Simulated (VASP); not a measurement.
An input for Ansatz (written as the equivalent of a VASP run, and not itself run):

Ansatz 0.2 input:
```yaml
crystal:
  lattice:
    - [2.9399400, 0.0000000, 0.0000000]
    - [-1.4699700, 2.5460630, 0.0000000]
    - [0.0000000, 0.0000000, 2.8901800]
  atoms:
    - { symbol: Ta, position: [0.0000000, 0.0000000, 0.5000000] }
    - { symbol: N, position: [0.6666670, 0.3333330, 0.0000000] }
kpoints:
  mp_grid: { grid: [13, 13, 11] }
hamiltonian:
  xc: lda
  pseudopotentials: { kind: paw }
scf:
  occupations: { method: methfessel_paxton, width: 0.1 }
  max_iter: 100
relax:
  max_steps: 60
  f_tol: 0.01
  cell: {}
output: { forces: true, stress: true, eigenvalues: true }
```

Translate this input to VASP (INCAR, KPOINTS, POSCAR, choice of POTCAR).

One answer among several that fit: 
File POSCAR:
```
TaN
1
    2.9399400000     0.0000000000     0.0000000000
   -1.4699700000     2.5460630000     0.0000000000
    0.0000000000     0.0000000000     2.8901800000
Ta N
1 1
Direct
  0.0000000000   0.0000000000   0.5000000000
  0.6666670000   0.3333330000   0.0000000000
```

### KPOINTS
```
Automatic mesh
0
Gamma
13 13 11
0 0 0
```

INCAR:
```
ALGO  =  Normal   ! blocked Davidson
EDIFFG  =  -0.01
SIGMA  =  0.1
EDIFF  =  1E-6
ISMEAR  =  1
LCHARG  =  F
LASPH  =  T   ! aspherical one-centre terms
SYSTEM  =  TaN
IBRION  =  2
ISIF  =  3
ENCUT  =  520
NELM  =  100   ! most electronic steps
NSW  =  60   ! most ionic steps
PREC  =  Accurate
LREAL  =  F   ! projection in real space or not
LWAVE  =  F
LMAXMIX  =  6
```

POTCAR, in this order: Ta_pv N (LDA.64 set). Program: vasp_std.

Limits of the translation: each code has its own PAW files, so the cut-off isn't converted (ENCUT is set for VASP's; basis.ecutwfc is left out, and Ansatz then takes the one that its files recommend); Ansatz stops its SCF on the density residual and VASP on the energy change (EDIFF); Ansatz's lda is the Perdew-Wang form, while the LDA potentials of VASP carry Perdew-Zunger's.

The structure comes from a computed database's TaN entry (P-6m2); how it stands against other phases isn't given here. This run relaxes it. Symmetry was kept, so distortions that lower it aren't found.
